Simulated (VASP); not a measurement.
# How U changes Sm2SeO2, part 5 of 5

Wanted: how far the results for Sm2SeO2 hang on the Hubbard correction. The start is a cell from a database of measured crystal structures.

VASP 6.6.1, plane waves and PAW; the level of theory is named at each step.

So far, largest spin moment in the PAW sphere (μB): step 2 (series over U, start order fm, U 0, PBEsol) 5.08; step 3 (series over U, start order AFM, U 0, PBEsol) 5.06; step 4 (series over U, start order fm, U 2, PBEsol, DFT+U) 4.98; step 8 (series over U, start order fm, U 4, PBEsol, DFT+U) 4.93.

### Step 10. Series over U, start order fm, U 4 (run 2)

This step: PBEsol, DFT+U (Sm f 4 eV), spin-polarised from a ferromagnetic start; plane waves and PAW (Sm, Se, O) (VASP 6.6.1).

INCAR reads:

```
SYSTEM = Sm2SeO2
PREC = Accurate
ENCUT = 480
EDIFF = 1E-06
NELM = 150
ISMEAR = 0
SIGMA = 0.05
LREAL = .FALSE.
ALGO = Normal
GGA = PS
NBANDS = 36
ISPIN = 2
MAGMOM = 5 5 0 0 0
LDAU = .TRUE.
LDAUTYPE = 1
LDAUL = 3 -1 -1
LDAUU = 4 0 0
LDAUJ = 0.5 0 0
LDAUPRINT = 1
LASPH = .TRUE.
LMAXMIX = 6
AMIX = 0.2
BMIX = 1E-04
AMIX_MAG = 0.8
BMIX_MAG = 1E-04
LORBIT = 11
LWAVE = .FALSE.
LCHARG = .FALSE.
KPAR = 2
NEDOS = 1200
```

POSCAR reads:

```
Sm2SeO2
1.0
    3.9160000000      0.0000000000      0.0000000000
   -1.9580000000      3.3913554812      0.0000000000
    0.0000000000      0.0000000000      6.9120000000
Sm Se O
2 1 2
Direct
    0.6666666667      0.3333333333      0.7100000000
    0.3333333333      0.6666666667      0.2900000000
    0.0000000000      0.0000000000      0.0000000000
    0.6666666667      0.3333333333      0.3800000000
    0.3333333333      0.6666666667      0.6200000000
```

KPOINTS reads:

```
Automatic mesh
0
Gamma
5 5 3
0 0 0
```

The projector-augmented-wave data sets are Sm, Se and O (PBE family, release 64).

On the command line:

```bash
$ mpirun -np 2 vasp_std
```

What it wrote:

```text
[... set-up lines as in an earlier step ...]
 entering main loop
       N       E                     dE             d eps       ncg     rms          rms(c)
DAV:   1     0.459894105254E+03    0.45989E+03   -0.17666E+04  2412   0.538E+03
DAV:   2     0.952408645819E+02   -0.36465E+03   -0.31335E+03  2448   0.496E+02
DAV:   3    -0.249057814492E+02   -0.12015E+03   -0.11050E+03  2848   0.274E+02
DAV:   4    -0.394284986996E+02   -0.14523E+02   -0.14303E+02  3144   0.975E+01
[...]
DAV:  50    -0.464331212130E+02    0.51127E-05   -0.17789E-05  3080   0.148E-01    0.110E-01
DAV:  51    -0.464331226712E+02   -0.14582E-05   -0.11120E-05  2504   0.306E-02    0.155E-01
DAV:  52    -0.464331228194E+02   -0.14815E-06   -0.56617E-07  1612   0.158E-02
   1 F= -.46433123E+02 E0= -.46432977E+02  d E =-.291773E-03  mag=    10.0000
```

Run time: 2.7 min. Hardware: 2 MPI ranks of Intel Xeon 6975P-C (Granite Rapids), shared host; peak memory 0.51 GiB.

OUTCAR, selected parts (step 10):

```text
  Total       -0.3285043     -0.3285043     -0.5516086      0.0000000      0.0000000     -0.0000000
  in kB       -5.7336603     -5.7336603     -9.6276848      0.0000000      0.0000000     -0.0000000
  external PRESSURE =      -7.0316684 kB  Pullay stress =       0.0000000 kB

 POSITION                                       TOTAL-FORCE (eV/Angst)
 -----------------------------------------------------------------------------------
      1.95800      1.13045      4.90752         0.000000     -0.000000      0.062272
     -0.00000      2.26090      2.00448        -0.000000      0.000000     -0.062272
      0.00000      0.00000      0.00000        -0.000000      0.000000      0.000000
      1.95800      1.13045      2.62656         0.000000     -0.000000     -0.398827
     -0.00000      2.26090      4.28544        -0.000000      0.000000      0.398827
 -----------------------------------------------------------------------------------
    total drift:                                0.000000     -0.000000      0.000000

  FREE ENERGIE OF THE ION-ELECTRON SYSTEM (eV)
  ---------------------------------------------------
  free  energy   TOTEN  =       -46.4331228194 eV

  energy  without entropy=      -46.4328310459  energy(sigma->0) =      -46.43297693

 magnetization (x)
# of ion       s       p       d       f       tot
--------------------------------------------------
    1       -0.012  -0.078   0.055   4.958   4.922
    2       -0.012  -0.078   0.055   4.958   4.922
    3       -0.003  -0.043   0.001   0.000  -0.045
    4       -0.003  -0.047   0.000   0.000  -0.050
    5       -0.003  -0.047   0.000   0.000  -0.050
--------------------------------------------------
tot         -0.034  -0.293   0.111   9.915   9.699

[... 2 parts as in an earlier step ...]

[... 1 further part left out ...]
[key lines of the parts left out:]
E-fermi :   3.4094
```

The gap is under twice the smearing width, so the edge states are partly filled and the run can't tell a small gap from a semimetal.

The density of states has structure finer than the step of the table below, so its rows give means over 0.5 eV, whole bins alone (the curve runs from -12.0 to 3.47 eV). Peaks (eV: height): total up -3.80: 12.2, -3.63: 13.3, -3.05: 11.5, -2.80: 11.8; total down -3.55: 9.47, -3.13: 5.42, 2.55: 4.71, 2.97: 8.75; Sm p up -4.22: 0.0934, -3.80: 0.122, -3.13: 0.104, -1.79: 0.143; Sm p down -11.48: 0.156, -3.88: 0.151, -3.55: 0.270, -1.79: 0.124; Sm d up -3.63: 0.384, -2.80: 0.259, 2.63: 0.504, 3.13: 1.23.

Means over bins of 0.084 eV. Table of density of states by energy, zero at the valence-band top; means over each step; 7 of 13 lines; values in states/eV/cell:

| energy (eV) | total up | total down | Sm p up | Sm p down | Sm d up | Sm f up | Sm f down |
| --- | --- | --- | --- | --- | --- | --- | --- |
| -11.5 | 1.79 | 1.91 | 0.0454 | 0.0771 | 0.0126 | 0.00289 | 0.00185 |
| -11.0 | 3.0e-4 | 0.00140 | 7.2e-6 | 4.7e-5 | 3.6e-6 | 0 | 0 |
| -10.5 | 0 | 0 | 0 | 0 | 0 | 0 | 0 |
| -10.0 | 0 | 0 | 0 | 0 | 0 | 0 | 0 |
| -9.5 | 0 | 0 | 0 | 0 | 0 | 0 | 0 |
| -9.0 | 0 | 0 | 0 | 0 | 0 | 0 | 0 |
| -8.5 | 0 | 0 | 0 | 0 | 0 | 0 | 0 |
| -8.0 | 0 | 0 | 0 | 0 | 0 | 0 | 0 |
| -7.5 | 0 | 0 | 0 | 0 | 0 | 0 | 0 |
| -7.0 | 0 | 0 | 0 | 0 | 0 | 0 | 0 |
| -6.5 | 0 | 0 | 0 | 0 | 0 | 0 | 0 |
| -6.0 | 0 | 0 | 0 | 0 | 0 | 0 | 0 |
| -5.5 | 0 | 0 | 0 | 0 | 0 | 0 | 0 |
| -5.0 | 0.489 | 0 | 0.00218 | 0 | 0.0136 | 0.217 | 0 |
| -4.5 | 5.38 | 1.08 | 0.0357 | 0.0124 | 0.137 | 3.43 | 0.00744 |
| -4.0 | 6.47 | 2.38 | 0.0853 | 0.0663 | 0.241 | 3.62 | 0.0167 |
| -3.5 | 6.98 | 4.15 | 0.0617 | 0.121 | 0.250 | 4.29 | 0.0444 |
| -3.0 | 9.08 | 2.62 | 0.0603 | 0.0523 | 0.192 | 6.30 | 0.0500 |
| -2.5 | 2.57 | 1.78 | 0.0191 | 0.0439 | 0.0950 | 1.31 | 0.0339 |
| -2.0 | 2.73 | 2.22 | 0.0588 | 0.0652 | 0.131 | 0.472 | 0.0498 |
| -1.5 | 2.37 | 2.04 | 0.0625 | 0.0585 | 0.0658 | 0.305 | 0.0503 |
| -1.0 | 1.28 | 1.19 | 0.0262 | 0.0252 | 0.0487 | 0.108 | 0.0257 |
| -0.5 | 0.471 | 0.505 | 0.00608 | 0.00623 | 0.0234 | 0.0283 | 0.0131 |
| 0.0 | 0.733 | 0.0349 | 0.00244 | 3.7e-4 | 0.0114 | 0.524 | 0.00120 |
| 0.5 | 5.40 | 0 | 0.00564 | 0 | 0.0474 | 5.03 | 0 |
| 1.0 | 2.03 | 0 | 0.00192 | 0 | 0.0244 | 1.86 | 0 |
| 1.5 | 0 | 0.0273 | 0 | 2.0e-4 | 0 | 0 | 0.0127 |
| 2.0 | 0.0707 | 1.35 | 5.4e-4 | 0.00577 | 0.0239 | 0.00260 | 0.859 |
| 2.5 | 0.464 | 3.05 | 0.00282 | 0.00436 | 0.151 | 0.0177 | 2.59 |
| 3.0 | 1.28 | 4.06 | 0.0106 | 0.00244 | 0.365 | 0.0744 | 3.49 |

The density of states is cut at 3.5 eV, since the bands computed begin to run out above.

Energy at zero smearing: -46.43298 eV.

### Step 11. Series over U, start order AFM, U 4 (run 2)

This step: PBEsol, DFT+U (Sm f 4 eV), spin-polarised from an antiferromagnetic start; plane waves and PAW (Sm, Se, O) (VASP 6.6.1).

Changes to INCAR since step 10:

```diff
@@ -12,3 +12,3 @@
 ISPIN = 2
-MAGMOM = 5 5 0 0 0
+MAGMOM = 5 -5 0 0 0
 LDAU = .TRUE.
```

POSCAR is that of step 10.

KPOINTS is that of step 10.

On the command line:

```bash
$ mpirun -np 2 vasp_std
```

What it wrote:

```text
[... set-up lines as in an earlier step ...]
 entering main loop
       N       E                     dE             d eps       ncg     rms          rms(c)
DAV:   1     0.451618700490E+03    0.45162E+03   -0.17643E+04  2440   0.536E+03
DAV:   2     0.939103766354E+02   -0.35771E+03   -0.31556E+03  2412   0.505E+02
DAV:   3    -0.245906546369E+02   -0.11850E+03   -0.11001E+03  2880   0.280E+02
DAV:   4    -0.390844867592E+02   -0.14494E+02   -0.14250E+02  3132   0.102E+02
[...]
DAV:   8    -0.431857575902E+02    0.42349E+00   -0.49476E+00  3104   0.505E+01    0.452E+01
DAV:   9    -0.452193332522E+02   -0.20336E+01   -0.21334E+00  3088   0.767E+01    0.464E+01
DAV:  10    -0.443094608438E+02    0.90987E+00   -0.16452E+00  3224   0.590E+01    0.198E+01
[... 130 further cycles ...]
DAV: 141    -0.451166860346E+02    0.24671E-03   -0.58458E-05  3400   0.107E+00    0.935E+00
DAV: 142    -0.451166581099E+02    0.27925E-04   -0.84648E-05  3432   0.146E-01    0.937E+00
DAV: 143    -0.451167613803E+02   -0.10327E-03   -0.36978E-05  3320   0.621E-01    0.941E+00
DAV: 144    -0.451165224666E+02    0.23891E-03   -0.41217E-05  3000   0.838E-01    0.933E+00
[...]
DAV: 148    -0.451166513579E+02   -0.10810E-03   -0.89851E-06  2680   0.135E-01    0.919E+00
DAV: 149    -0.451167374857E+02   -0.86128E-04   -0.61046E-05  3064   0.137E+00    0.894E+00
DAV: 150    -0.451170186020E+02   -0.28112E-03   -0.35682E-04  3176   0.355E+00
 [... a notice as in an earlier step ...]

   1 F= -.45117019E+02 E0= -.45098195E+02  d E =-.376480E-01  mag=    -0.0000
```

Run time: 7.9 min. Hardware: 2 MPI ranks; peak memory 0.49 GiB.

Parts of OUTCAR (step 11):

```text
atom =   1  type =  1  l = 3

 onsite density matrix

spin component  1

  0.3964 -0.0000 -0.0000 -0.4584  0.0000  0.0000 -0.0000
 -0.0000  0.7525 -0.0000  0.0000 -0.2034 -0.0000  0.0000
 -0.0000 -0.0000  0.8106  0.0000 -0.0000 -0.2034  0.0000
 -0.4584  0.0000  0.0000  0.6313 -0.0000 -0.0000  0.0000
  0.0000 -0.2034 -0.0000 -0.0000  0.8106 -0.0000 -0.0000
  0.0000 -0.0000 -0.2034 -0.0000 -0.0000  0.7525 -0.0000
 -0.0000  0.0000  0.0000  0.0000 -0.0000 -0.0000  0.9894

spin component  2

  0.0134 -0.0000 -0.0000  0.0067  0.0000 -0.0000 -0.0000
 -0.0000  0.0071 -0.0000  0.0000  0.0003 -0.0000 -0.0000
 -0.0000 -0.0000  0.0081 -0.0000 -0.0000  0.0003 -0.0000
  0.0067  0.0000 -0.0000  0.0163 -0.0000 -0.0000  0.0000
  0.0000  0.0003 -0.0000 -0.0000  0.0081 -0.0000 -0.0000
 -0.0000 -0.0000  0.0003 -0.0000 -0.0000  0.0071 -0.0000
 -0.0000 -0.0000 -0.0000  0.0000 -0.0000 -0.0000  0.0062

 occupancies and eigenvectors

  o =  0.0062  v =  0.0000  0.0000  0.0000  0.0000  0.0000  0.0000  0.0000 -0.0000  0.0000  0.0000  0.0000 -0.0000 -0.0000 -1.0000      0.0000  0.0000  0.0000  0.0000  0.0000  0.0000  0.0000  0.0000  0.0000  0.0000  0.0000  0.0000  0.0000  0.0000
  o =  0.0070  v =  0.0000  0.0000  0.0000  0.0000  0.0000  0.0000  0.0000 -0.0000  0.0025 -0.2402  0.0000 -0.0006  0.9707 -0.0000      0.0000  0.0000  0.0000  0.0000  0.0000  0.0000  0.0000  0.0000  0.0000  0.0000  0.0000  0.0000  0.0000  0.0000
  o =  0.0070  v =  0.0000  0.0000  0.0000  0.0000  0.0000  0.0000  0.0000 -0.0000 -0.9707 -0.0006  0.0000  0.2402  0.0025 -0.0000      0.0000  0.0000  0.0000  0.0000  0.0000  0.0000  0.0000  0.0000  0.0000  0.0000  0.0000  0.0000  0.0000  0.0000
  o =  0.0080  v =  0.0000  0.0000  0.0000  0.0000  0.0000  0.0000  0.0000  0.7777 -0.0000  0.0000 -0.6286 -0.0000  0.0000 -0.0000      0.0000  0.0000  0.0000  0.0000  0.0000  0.0000  0.0000  0.0000  0.0000  0.0000  0.0000  0.0000  0.0000  0.0000
  o =  0.0082  v =  0.0000  0.0000  0.0000  0.0000  0.0000  0.0000  0.0000 -0.0000  0.0001  0.9707  0.0000  0.0002  0.2402 -0.0000      0.0000  0.0000  0.0000  0.0000  0.0000  0.0000  0.0000  0.0000  0.0000  0.0000  0.0000  0.0000  0.0000  0.0000
  o =  0.0082  v =  0.0000  0.0000  0.0000  0.0000  0.0000  0.0000  0.0000 -0.0000 -0.2402  0.0002  0.0000 -0.9707  0.0001  0.0000      0.0000  0.0000  0.0000  0.0000  0.0000  0.0000  0.0000  0.0000  0.0000  0.0000  0.0000  0.0000  0.0000  0.0000
  o =  0.0217  v =  0.0000  0.0000  0.0000  0.0000  0.0000  0.0000  0.0000 -0.6286 -0.0000  0.0000 -0.7777 -0.0000  0.0000 -0.0000      0.0000  0.0000  0.0000  0.0000  0.0000  0.0000  0.0000  0.0000  0.0000  0.0000  0.0000  0.0000  0.0000  0.0000
[...]
o =  0.9870  v =  0.0000  0.0000  0.0000  0.0000  0.0000  0.0000  0.0000 -0.0000 -0.6552 -0.0000  0.0000  0.7554  0.0000  0.0000      0.0000  0.0000  0.0000  0.0000  0.0000  0.0000  0.0000  0.0000  0.0000  0.0000  0.0000  0.0000  0.0000  0.0000
  o =  0.9870  v =  0.0000  0.0000  0.0000  0.0000  0.0000  0.0000  0.0000 -0.6131  0.0000  0.0000  0.7900 -0.0000 -0.0000 -0.0000      0.0000  0.0000  0.0000  0.0000  0.0000  0.0000  0.0000  0.0000  0.0000  0.0000  0.0000  0.0000  0.0000  0.0000
  o =  0.9894  v =  0.0000  0.0000  0.0000  0.0000  0.0000  0.0000  0.0000  0.0000 -0.0000  0.0000 -0.0000  0.0000 -0.0000 -1.0000      0.0000  0.0000  0.0000  0.0000  0.0000  0.0000  0.0000  0.0000  0.0000  0.0000  0.0000  0.0000  0.0000  0.0000

 spin component 1
 k-point     1 :       0.0000    0.0000    0.0000
  band No.  band energies     occupation
    ...
     20       0.3223      1.00000
     21       0.8240      1.00000
     22       2.3916      1.00000
     23       2.4939      1.00000
     24       2.4939      1.00000
     25       3.0761      0.00000
     26       3.0761      0.00000
     27       4.4203      0.00000
     28       5.7922      0.00000
     29       7.0038      0.00000
    ...

 k-point     2 :       0.2000    0.0000    0.0000
  band No.  band energies     occupation
    ...
     21       1.0244      1.00000
     22       1.5023      1.00000
     23       2.1503      1.00000
     24       2.3387      1.00000
     25       2.7988      0.71411
     26       2.9093      0.00524
     27       4.5028      0.00000
     28       6.1925      0.00000
     29       7.0414      0.00000
     30       7.2443      0.00000
    ...

  Total        1.0975081      1.0975081      2.2348804      0.0000000     -0.0000000      0.0000000
  in kB       19.1557248     19.1557248     39.0072331      0.0000000     -0.0000000      0.0000000
  external PRESSURE =      25.7728943 kB  Pullay stress =       0.0000000 kB

 POSITION                                       TOTAL-FORCE (eV/Angst)
 -----------------------------------------------------------------------------------
      1.95800      1.13045      4.90752        -0.000000     -0.000000     -0.172699
     -0.00000      2.26090      2.00448         0.000000      0.000000      0.172699
      0.00000      0.00000      0.00000         0.000000      0.000000      0.000000
      1.95800      1.13045      2.62656         0.000000      0.000000     -0.496345
     -0.00000      2.26090      4.28544         0.000000     -0.000000      0.496345
 -----------------------------------------------------------------------------------
    total drift:                                0.000000     -0.000000      0.000000

  FREE ENERGIE OF THE ION-ELECTRON SYSTEM (eV)
  ---------------------------------------------------
  free  energy   TOTEN  =       -45.1170186020 eV

  energy  without entropy=      -45.0793705961  energy(sigma->0) =      -45.09819460

 magnetization (x)
# of ion       s       p       d       f       tot
--------------------------------------------------
    1       -0.012  -0.078   0.055   5.074   5.040
    2        0.012   0.078  -0.055  -5.074  -5.040
    3        0.000   0.000   0.000   0.000   0.000
    4        0.002   0.024   0.000   0.000   0.025
    5       -0.002  -0.024   0.000   0.000  -0.025
--------------------------------------------------
tot          0.000   0.000   0.000   0.000   0.000

[... 8 parts as in an earlier step ...]

[... 11 further parts left out ...]
[key lines of the parts left out:]
E-fermi :   2.8188
```

The electronic loop did not meet EDIFF within NELM cycles, so this run is left out of the comparison.

### Step 12. Summary

This step: DFT+U series, PBEsol; plane waves and PAW (VASP 6.6.1).

No new run; the numbers come from the runs before.

Energies at different U are not comparable. U series, by row:

| U (eV) | J (eV) | LDAUTYPE | start | energy (eV/atom) | mean moment (μB) | gap on the mesh (eV) | pressure (GPa) |
| --- | --- | --- | --- | --- | --- | --- | --- |
| 0 | 0 | - | fm | -9.492 | 5.077 | 0 | -2.422 |
| 0 | 0 | - | afm | -9.455 | 5.056 | 0 | -1.711 |
| 2 | 0 | 2 | fm | -9.281 | 4.98 | 0 | -0.8038 |
| 3 | 0 | 2 | fm | -9.224 | 4.958 | 0 | -0.6545 |
| 4 | 0 | 2 | fm | -9.179 | 4.93 | 0.1006 | -0.508 |
| 4 | 0.5 | 1 | fm | -9.287 | 4.922 | 0.0948 | -0.7032 |

### Step 13. Outcome

| Quantity | Value |
| --- | --- |
| U = 0 eV, J = 0 eV, fm start | mean size of the moments 5.08 μB |
| U = 0 eV, J = 0 eV, afm start | mean size of the moments 5.06 μB |
| U = 2 eV, J = 0 eV, fm start | mean size of the moments 4.98 μB |
| U = 3 eV, J = 0 eV, fm start | mean size of the moments 4.96 μB |
| U = 4 eV, J = 0 eV, fm start | mean size of the moments 4.93 μB |
| U = 4 eV, J = 0.5 eV, fm start | mean size of the moments 4.92 μB |

**Reading.** In the runs at U = 0, J = 0 eV (fm) the charge density had not settled, so their rows mean little. For the ferromagnetic start without J, from U = 0 to 4 eV the mean moment goes from 5.08 to 4.93 μB, the gap on the mesh from 0.00 to 0.10 eV, and the pressure goes from -2.4 to -0.5 GPa. A jump between neighbouring rows can also mean that the runs ended in different spin or orbital states. U acts inside the PAW spheres, so the same number means something else in a code with other projectors.

[Lines on the potential files, build, host, timing and source positions are cut from VASP's logs without a mark.]

[Logs are printed without paths, hosts, clocks, repeated set-up lines and the standing remarks that a program may print on its own settings, such as how far it seeks lower states.]

[Hosts, paths, dates, database ids (printed as entryN), source tags and the programs' standing remarks are cut or masked in the printed files.]

[In band tables of VASP the shares of atoms and orbitals are scaled to a sum of 1 inside the atoms' spheres.]

[Runs that stopped without an error message from VASP are left out.]
